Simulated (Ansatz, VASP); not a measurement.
# TiO2: VASP beside Ansatz

One calculation is typed for both programs; each brings its own data sets. How far apart do they land? The cell is taken from a series of runs on this material, whose earlier steps may have relaxed, scaled, displaced or heated it; both programs get it as it stands.

Main program and level: Ansatz 0.2.0; plane waves, with VASP 6.6.1 beside it; G0W0 gap at LDA.

**1. The structure**

It takes space group Pbcn (No. 60, orthorhombic). Conventional cell: a = 4.545 Å, b = 5.520 Å, c = 4.909 Å, α = 90.00°, β = 90.00°, γ = 90.00°. Nearest to Ti lie 6 O at 1.87 to 2.10 Å. Nearest to O lie 3 Ti at 1.87 to 2.10 Å. Farther neighbours and most contacts between anions are not listed.

**2. VASP: G0W0 gap, LDA**

Quasiparticle shifts depend on high empty states and on the cores, so they are the hardest test of two PAW sets.

Lines of VASP's logs that name or quote its potential files are left out, and so is its time.

The run reads the wave functions of an earlier VASP run, which isn't shown here.

File INCAR:

```
SYSTEM = TiO2
PREC = Accurate
ENCUT = 440
ISMEAR = 0
SIGMA = 0.01
LREAL = .FALSE.
GGA = CA
NBANDS = 512
LASPH = .TRUE.
ALGO = EVGW0
NELMGW = 1
ENCUTGW = 140
NOMEGA = 64
PRECFOCK = Fast
NBANDSGW = 64
LWAVE = .FALSE.
LCHARG = .FALSE.
```

File POSCAR:

```
TiO2
1.0
    4.5453495500      0.0000000000      0.0000000000
    0.0000000000      5.5196194400      0.0000000000
    0.0000000000      0.0000000000      4.9091968600
Ti O
4 8
Direct
    0.5000000000      0.6735433344      0.7500000000
    0.0000000000      0.8264566656      0.2500000000
    0.5000000000      0.3264566656      0.2500000000
    0.0000000000      0.1735433344      0.7500000000
    0.7267146829      0.6214461128      0.0822389199
    0.2267146829      0.8785538872      0.9177610801
    0.7732853171      0.8785538872      0.5822389199
    0.2732853171      0.6214461128      0.4177610801
    0.7267146829      0.3785538872      0.5822389199
    0.2267146829      0.1214461128      0.4177610801
    0.7732853171      0.1214461128      0.0822389199
    0.2732853171      0.3785538872      0.9177610801
```

File KPOINTS:

```
Automatic mesh
0
Gamma
4 2 4
0 0 0
```

The projector-augmented-wave data sets are Ti_sv_GW and O_GW (LDA family, release 64).

Launch:

```
mpirun -np 16 vasp_std
```

Numbers of over 12 decimals in the logs are rounded to 6 here.

Output:

```text
[banner, memory and clock lines left out]
running   16 mpi-ranks, on    1 nodes
 distrk:  each k-point on   16 cores,    1 groups
 distr:  one band on    1 cores,   16 groups

 POSCAR found type information on POSCAR TiO
 POSCAR found :  2 types and      12 ions
|                                                                             |
|           W    W    AA    RRRRR   N    N  II  N    N   GGGG   !!!           |
|           W    W   A  A   R    R  NN   N  II  NN   N  G    G  !!!           |
|           W    W  A    A  R    R  N N  N  II  N N  N  G       !!!           |
|           W WW W  AAAAAA  RRRRR   N  N N  II  N  N N  G  GGG   !            |
|           WW  WW  A    A  R   R   N   NN  II  N   NN  G    G                |
|           W    W  A    A  R    R  N    N  II  N    N   GGGG   !!!           |
|                                                                             |
|     For optimal performance we recommend to set                             |
|       NCORE = 2 up to number-of-cores-per-socket                            |
|     NCORE specifies how many cores store one orbital (NPAR=cpu/NCORE).      |
|     This setting can greatly improve the performance of VASP for DFT.       |
|     The default, NCORE=1 might be grossly inefficient on modern             |
|     multi-core architectures or massively parallel machines. Do your        |
|     Unfortunately you need to use the default for GW and RPA                |
|     calculations (for HF NCORE is supported but not extensively tested      |
|     yet).                                                                   |
|                                                                             |

|                                                                             |
|           W    W    AA    RRRRR   N    N  II  N    N   GGGG   !!!           |
|           W    W   A  A   R    R  NN   N  II  NN   N  G    G  !!!           |
|           W    W  A    A  R    R  N N  N  II  N N  N  G       !!!           |
|           W WW W  AAAAAA  RRRRR   N  N N  II  N  N N  G  GGG   !            |
|           WW  WW  A    A  R   R   N   NN  II  N   NN  G    G                |
|           W    W  A    A  R    R  N    N  II  N    N   GGGG   !!!           |
|                                                                             |
|     The default for ENCUTGWSOFT is different in this version of VASP.       |
|     please manually set ENCUTGWSOFT =140 in the INCAR file.                 |
|                                                                             |

 LDA part: xc-table for (Slater(with rela. corr.)+CA(PZ))
 , standard interpolation
 found WAVECAR, reading the header
 POSCAR, INCAR and KPOINTS ok, starting setup
 FFT: planning ... GRIDC
 FFT: planning ... GRID_SOFT
 FFT: planning ... GRID
 reading WAVECAR
 the WAVECAR file was read successfully
 initial charge from wavefunction
 available memory per node:     31.11 GB, setting MAXMEM to     31859

 The Fermi energy was updated, please check that it is located mid-gap
 values below the HOMO (VB) or above the LUMO (CB) will cause erroneous energies
 E-fermi :   5.5417

 calculate exact exchange contribution
 the WAVEDER file was read successfully
energies w=
    0.000    0.000    1.093    0.000    2.183    0.000    3.268    0.000
    4.346    0.000    5.415    0.000    6.473    0.000    7.519    0.000
    8.551    0.000    9.570    0.000   10.575    0.000   11.566    0.000
   12.543    0.000   13.508    0.000   14.460    0.000   15.401    0.000
   16.332    0.000   17.255    0.000   18.171    0.000   19.082    0.000
   19.989    0.000   20.895    0.000   21.801    0.000   22.710    0.000
   23.623    0.000   24.544    0.000   25.474    0.000   26.417    0.000
   27.375    0.000   28.351    0.000   29.349    0.000   30.373    0.000
   31.425    0.000   32.511    0.000   33.637    0.000   34.807    0.000
   36.028    0.000   37.305    0.000   38.650    0.000   40.069    0.000
   41.574    0.000   43.177    0.000   44.892    0.000   46.739    0.000
   48.736    0.000   50.907    0.000   53.284    0.000   55.902    0.000
   58.806    0.000   62.052    0.000   65.709    0.000   69.869    0.000
   74.648    0.000   80.204    0.000   86.744    0.000   94.562    0.000
  104.075    0.000  115.897    0.000  130.981    0.000  150.872    0.000
  178.273    0.000  218.358    0.000  282.450    0.000  401.024    0.000
 responsefunction array rank=     480
 LDA part: xc-table for (Slater(with rela. corr.)+CA(PZ))
 , standard interpolation

 min. memory requirement per mpi rank    497.6 MB, per node   7962.2 MB

 allocating   4 responsefunctions rank=   480
 shmem allocating  64 responsefunctions rank=   480
 response function shared by NCSHMEM nodes    1
 Doing            4  frequencies on each core in blocks of           64
NQ=   1    0.0000    0.0000    0.0000,
|.........|.........|.........|.........|.........|.........|.........|.........
 performed       2605000 updates of chi_q(r,r)
 total number of BLAS operations       4467.55 Gflops
NQ=   2    0.2500    0.0000    0.0000,
|.........|.........|.........|.........|.........|.........|.........|.........
 performed       5865000 updates of chi_q(r,r)
 total number of BLAS operations      10010.80 Gflops
NQ=   3    0.5000    0.0000    0.0000,
|.........|.........|.........|.........|.........|.........|.........|.........
 performed       8470000 updates of chi_q(r,r)
 total number of BLAS operations      14497.67 Gflops
NQ=   4    0.0000    0.5000    0.0000,
|.........|.........|.........|.........|.........|.........|.........|.........
 performed      11075000 updates of chi_q(r,r)
 total number of BLAS operations      19101.32 Gflops
NQ=   5    0.2500    0.5000    0.0000,
|.........|.........|.........|.........|.........|.........|.........|.........
 performed      14335000 updates of chi_q(r,r)
 total number of BLAS operations      24863.13 Gflops
NQ=   6    0.5000    0.5000    0.0000,
|.........|.........|.........|.........|.........|.........|.........|.........
 performed      16940000 updates of chi_q(r,r)
 total number of BLAS operations      29120.92 Gflops
NQ=   7    0.0000    0.0000    0.2500,
|.........|.........|.........|.........|.........|.........|.........|.........
 performed      20200000 updates of chi_q(r,r)
 total number of BLAS operations      34907.27 Gflops
NQ=   8    0.2500    0.0000    0.2500,
|.........|.........|.........|.........|.........|.........|.........|.........
 performed      23722000 updates of chi_q(r,r)
 total number of BLAS operations      40974.41 Gflops
NQ=   9    0.5000    0.0000    0.2500,
|.........|.........|.........|.........|.........|.........|.........|.........
 performed      26982000 updates of chi_q(r,r)
 total number of BLAS operations      46493.64 Gflops
NQ=  10    0.0000    0.5000    0.2500,
|.........|.........|.........|.........|.........|.........|.........|.........
 performed      30242000 updates of chi_q(r,r)
 total number of BLAS operations      52206.52 Gflops
NQ=  11    0.2500    0.5000    0.2500,
|.........|.........|.........|.........|.........|.........|.........|.........
 performed      33764000 updates of chi_q(r,r)
 total number of BLAS operations      58169.51 Gflops
NQ=  12    0.5000    0.5000    0.2500,
|.........|.........|.........|.........|.........|.........|.........|.........
 performed      37024000 updates of chi_q(r,r)
 total number of BLAS operations      63593.17 Gflops
NQ=  13    0.0000    0.0000    0.5000,
|.........|.........|.........|.........|.........|.........|.........|.........
 performed      39629000 updates of chi_q(r,r)
 total number of BLAS operations      68118.80 Gflops
NQ=  14    0.2500    0.0000    0.5000,
|.........|.........|.........|.........|.........|.........|.........|.........
 performed      42889000 updates of chi_q(r,r)
 total number of BLAS operations      73880.61 Gflops
NQ=  15    0.5000    0.0000    0.5000,
|.........|.........|.........|.........|.........|.........|.........|.........
 performed      45494000 updates of chi_q(r,r)
 total number of BLAS operations      78523.52 Gflops
NQ=  16    0.0000    0.5000    0.5000,
|.........|.........|.........|.........|.........|.........|.........|.........
 performed      48099000 updates of chi_q(r,r)
 total number of BLAS operations      82933.36 Gflops
NQ=  17    0.2500    0.5000    0.5000,
|.........|.........|.........|.........|.........|.........|.........|.........
 performed      51359000 updates of chi_q(r,r)
 total number of BLAS operations      88549.00 Gflops
NQ=  18    0.5000    0.5000    0.5000,
|.........|.........|.........|.........|.........|.........|.........|.........
 performed      53964000 updates of chi_q(r,r)
 total number of BLAS operations      93035.86 Gflops
 resolving degeneracies of screened two electron integrals

 calculate QP shifts <psi_nk| G(iteration)W_0 |psi_nk>: iteration 1
 entering main loop
```

From OUTCAR (step 2):

```text
ion  position               nearest neighbor table
   1  0.500  0.674  0.750-   6 1.87   7 1.87   5 1.95   8 1.95   9 2.10  12 2.10
   2  0.000  0.826  0.250-   5 1.87   8 1.87   7 1.95   6 1.95  10 2.10  11 2.10
   3  0.500  0.326  0.250-  10 1.87  11 1.87   9 1.95  12 1.95   5 2.10   8 2.10
   4  0.000  0.174  0.750-   9 1.87  12 1.87  11 1.95  10 1.95   6 2.10   7 2.10
   5  0.727  0.621  0.082-   2 1.87   1 1.95   3 2.10
   6  0.227  0.879  0.918-   1 1.87   2 1.95   4 2.10
   7  0.773  0.879  0.582-   1 1.87   2 1.95   4 2.10
   8  0.273  0.621  0.418-   2 1.87   1 1.95   3 2.10
   9  0.727  0.379  0.582-   4 1.87   3 1.95   1 2.10
  10  0.227  0.121  0.418-   3 1.87   4 1.95   2 2.10
  11  0.773  0.121  0.082-   3 1.87   4 1.95   2 2.10
  12  0.273  0.379  0.918-   4 1.87   3 1.95   1 2.10

  LATTYP: Found a simple orthorhombic cell.
 ALAT       =     4.5453495500
 B/A-ratio  =     1.0800482572
 C/A-ratio  =     1.2143443269

 Subroutine GETGRP returns: Found  8 space group operations
 (whereof  2 operations were pure point group operations)

The static configuration has the point symmetry S_2 .
 The point group associated with its full space group is D_2h.

 Found     18 irreducible k-points:

   k-points           NKPTS =     18   k-points in BZ     NKDIM =     32   number of bands    NBANDS=    512

   dimension x,y,z NGX =    32 NGY =   40 NGZ =   36
   dimension x,y,z NGXF=    64 NGYF=   80 NGZF=   72

   ENCUT  =  440.0 eV  32.34 Ry    5.69 a.u.   7.77  9.44  8.40*2*pi/ulx,y,z

   NELECT =      96.0000    total number of electrons

  energy-cutoff  :      440.00
  volume of cell :      123.16
      direct lattice vectors                 reciprocal lattice vectors
     4.545349550  0.000000000  0.000000000     0.220005082  0.000000000  0.000000000
     0.000000000  5.519619440  0.000000000     0.000000000  0.181171911  0.000000000
     0.000000000  0.000000000  4.909196860     0.000000000  0.000000000  0.203699307

 k-points in reciprocal lattice and weights: Automatic mesh
   0.00000000  0.00000000  0.00000000       0.031
   0.25000000  0.00000000  0.00000000       0.062
   0.50000000  0.00000000  0.00000000       0.031
   0.00000000  0.50000000  0.00000000       0.031
   0.25000000  0.50000000  0.00000000       0.062
   0.50000000  0.50000000  0.00000000       0.031
   0.00000000  0.00000000  0.25000000       0.062
   0.25000000  0.00000000  0.25000000       0.125
   0.50000000  0.00000000  0.25000000       0.062
[...]
0.25000000  0.50000000  0.50000000       0.062
   0.50000000  0.50000000  0.50000000       0.031

 E-fermi :   5.5417

 QP shifts <psi_nk| G(iteration)W_0 |psi_nk>: iteration 1
 for sc-GW calculations column KS-energies equals QP-energies in previous step
 and V_xc(KS)=  KS-energies - (<T + V_ion + V_H > + <T+V_H+V_ion>^1  + <V_x>^1)
 k-point   1 :       0.0000    0.0000    0.0000
  band No.  KS-energies  QP-energies   sigma(KS)   V_xc(KS)     V^pw_x(r,r')   Z            occupation Imag(sigma)
    ...
     45       3.6638       3.5255     -19.6586     -19.4622     -24.0188       0.7042       2.0000       0.3039
     46       3.8434       3.7459     -20.6185     -20.4834     -24.7678       0.7222       2.0000       0.2507
     47       4.2509       4.1176     -20.1894     -20.0025     -24.5245       0.7130       2.0000       0.2717
     48       4.2826       4.1332     -20.1429     -19.9331     -24.6919       0.7123       2.0000       0.2833
     49       6.8591       8.4496     -17.8833     -20.1141     -11.4114       0.7130       0.0000      -0.3243
     50       6.8798       8.4753     -17.9537     -20.1906     -11.5065       0.7133       0.0000      -0.3195
     51       7.0305       8.6465     -18.0212     -20.3031     -11.4121       0.7082       0.0000      -0.3343
     52       7.0345       8.6271     -17.8430     -20.0950     -11.1584       0.7072       0.0000      -0.3384
    ...

 k-point   2 :       0.2500    0.0000    0.0000
  band No.  KS-energies  QP-energies   sigma(KS)   V_xc(KS)     V^pw_x(r,r')   Z            occupation Imag(sigma)
    ...
     45       3.4987       3.4090     -20.2011     -20.0756     -24.3871       0.7148       2.0000       0.2797
     46       3.7212       3.5594     -19.6182     -19.3886     -24.1471       0.7050       2.0000       0.3044
     47       3.8647       3.8069     -19.9428     -19.8613     -23.9642       0.7095       2.0000       0.2725
     48       4.1262       4.0064     -20.0312     -19.8626     -24.3857       0.7110       2.0000       0.2822
     49       7.0052       8.5558     -17.8197     -19.9933     -11.5337       0.7134       0.0000      -0.3162
     50       7.0419       8.6190     -18.0174     -20.2420     -11.5198       0.7089       0.0000      -0.3342
     51       7.0577       8.6454     -17.9409     -20.1840     -11.3155       0.7079       0.0000      -0.3388
     52       7.3507       8.9105     -18.1694     -20.3999     -11.5818       0.6993       0.0000      -0.3524
    ...

 k-point   3 :       0.5000    0.0000    0.0000
  band No.  KS-energies  QP-energies   sigma(KS)   V_xc(KS)     V^pw_x(r,r')   Z            occupation Imag(sigma)
    ...
     45       3.7088       3.5975     -19.7502     -19.5922     -23.9943       0.7042       2.0000       0.2968
     46       3.7088       3.5975     -19.7502     -19.5922     -23.9943       0.7042       2.0000       0.2968
     47       3.9963       3.8911     -20.0591     -19.9110     -24.3937       0.7101       2.0000       0.2810
     48       3.9963       3.8911     -20.0591     -19.9110     -24.3937       0.7101       2.0000       0.2810
     49       7.2633       8.8038     -18.1604     -20.3500     -11.7324       0.7036       0.0000      -0.3432
     50       7.2633       8.8038     -18.1604     -20.3500     -11.7324       0.7036       0.0000      -0.3432
     51       7.4662       9.0276     -18.1863     -20.4375     -11.3446       0.6936       0.0000      -0.3780
     52       7.4662       9.0276     -18.1863     -20.4375     -11.3446       0.6936       0.0000      -0.3780
    ...

 k-point   4 :       0.0000    0.5000    0.0000
  band No.  KS-energies  QP-energies   sigma(KS)   V_xc(KS)     V^pw_x(r,r')   Z            occupation Imag(sigma)
    ...
     45       3.0218       2.8199     -19.5406     -19.2563     -24.0642       0.7101       2.0000       0.3219
     46       3.0218       2.8199     -19.5406     -19.2563     -24.0642       0.7101       2.0000       0.3219
     47       4.1193       3.9773     -20.0095     -19.8098     -24.4302       0.7109       2.0000       0.2835
     48       4.1193       3.9773     -20.0095     -19.8098     -24.4302       0.7109       2.0000       0.2835
     49       6.9744       8.5418     -17.9736     -20.1840     -11.5419       0.7091       0.0000      -0.3234
     50       6.9744       8.5418     -17.9736     -20.1840     -11.5419       0.7091       0.0000      -0.3234
     51       7.4547       8.9776     -18.6137     -20.7957     -12.2369       0.6979       0.0000      -0.3587
     52       7.4547       8.9776     -18.6137     -20.7957     -12.2369       0.6979       0.0000      -0.3587
    ...

[... 4 further parts left out ...]
```

This run has no spin polarisation, so a moment on Ti, if there is one, isn't seen.

(Continued in part 2 of 2.)

[Lines on the potential files, build, host, timing and source positions are cut from VASP's logs without a mark.]

[Logs are printed without paths, hosts, clocks, repeated set-up lines and the standing remarks that a program may print on its own settings, such as how far it seeks lower states.]

[Hosts, paths, dates, database ids (printed as entryN), source tags and the programs' standing remarks are cut or masked in the printed files.]
